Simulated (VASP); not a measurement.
## NaBe2Se2: relaxation of cell and atoms with PBEsol+rVV10

Crystal: NaBe2Se2.

```
Na Be Se
1.0
     3.67228    0.00000    0.00000
    -1.83614    3.18028    0.00000
     0.00000    0.00000    8.01116
Na Be Se
1 2 2
Direct
  0.00000 0.00000 0.50000
  0.33333 0.66667 0.14639
  0.33333 0.66667 0.85361
  0.66667 0.33333 0.22852
  0.66667 0.33333 0.77148
```

The cell was built by a generator and needn't be a form met in nature.

- Program: VASP 6.6.1
- Task: relaxation of cell and atoms
- Functional: PBEsol
- Dispersion: rVV10
- Potentials or basis: VASP PAW PBE potentials, release 64 (Na_pv, Be, Se)
- Cutoff: 600 eV
- k mesh: 6 × 6 × 3
- Occupations: fermi-dirac, width 0.05 eV
- Spin: no spin polarisation
- Further INCAR settings: ALGO = Fast; EDIFF = 1e-06; IBRION = 2; EDIFFG = -0.005; NSW = 40; ISIF = 3

| Item | Value |
| --- | --- |
| Relaxed volume | 18.13 Å³/atom |
| Relaxed cell | a = 3.641 Å, b = 3.641 Å, c = 7.893 Å, α = 90.00°, β = 90.00°, γ = 120.00° |
| Space group after relaxing (to 0.05 Å) | P-6m2 (No. 187) |
| Energy gained by relaxing | 3.1 meV/atom |
| Ionic steps | 12 |
| Pressure after relaxing | 0.0 GPa |
| Largest force after relaxing | 0.003 eV/Å |
| Band gap on the k mesh | none (metal or under the smearing width) |

Forces in eV/Å, atoms in the order of the input:
```
Na   0.000  0.000  0.000
Be   0.000  0.000 -0.001
Be   0.000  0.000  0.001
Se   0.000  0.000  0.003
Se   0.000  0.000 -0.003
```

The path:
| step | energy change (eV) | largest force (eV/Å) | pressure (GPa) | volume (Å³) |
| --- | --- | --- | --- | --- |
| 1 | 0.0000 | 0.0676 | -1.66 | 93.56 |
| 2 | -0.0145 | 0.0061 | -0.09 | 90.96 |
| 3 | -0.0145 | 0.0036 | 0.01 | 90.87 |
| 4 | -0.0154 | 0.0129 | 0.03 | 90.69 |
| 5 | -0.0156 | 0.0212 | 0.06 | 90.60 |
| 6 | -0.0156 | 0.0218 | 0.05 | 90.59 |
| 7 | -0.0156 | 0.0227 | 0.05 | 90.58 |
| 8 | -0.0157 | 0.0160 | -0.02 | 90.65 |
| 9 | -0.0157 | 0.0107 | -0.06 | 90.71 |
| 10 | -0.0157 | 0.0059 | 0.00 | 90.64 |
| 11 | -0.0157 | 0.0055 | 0.01 | 90.62 |
| 12 | -0.0157 | 0.0032 | -0.01 | 90.63 |

Final structure:
```yaml
crystal:
  lattice:
    - [3.64126, 0.00000, 0.00000]
    - [-1.82063, 3.15342, 0.00000]
    - [0.00000, 0.00000, 7.89268]
  atoms:
    - { symbol: Na, position: [0.00000, 0.00000, 0.50000] }
    - { symbol: Be, position: [0.33333, 0.66667, 0.14727] }
    - { symbol: Be, position: [0.33333, 0.66667, 0.85273] }
    - { symbol: Se, position: [0.66667, 0.33333, 0.22834] }
    - { symbol: Se, position: [0.66667, 0.33333, 0.77166] }
```

Levels at points of the mesh, in eV from the Fermi level:
```
           k point  band 8  band 9  band 10  band 11  band 12  band 13  band 14  band 15
(0.00, 0.00, 0.00)   -2.28   -2.28    -1.95    -1.95    -0.35     2.94     3.09     3.65
(0.50, 0.00, 0.00)   -4.24   -3.75    -3.33    -2.01    -0.88     1.54     2.73     3.66
(0.50, 0.50, 0.00)   -4.24   -3.75    -3.33    -2.01    -0.88     1.54     2.73     3.66
```

Run time: 8 min on 1 thread of Intel(R) Xeon(R) 6975P-C (Granite Rapids) (shared host), peak memory 0.47 GiB.

Caveat: the PAW data sets were made with another functional, which shifts forces and pressure a little.
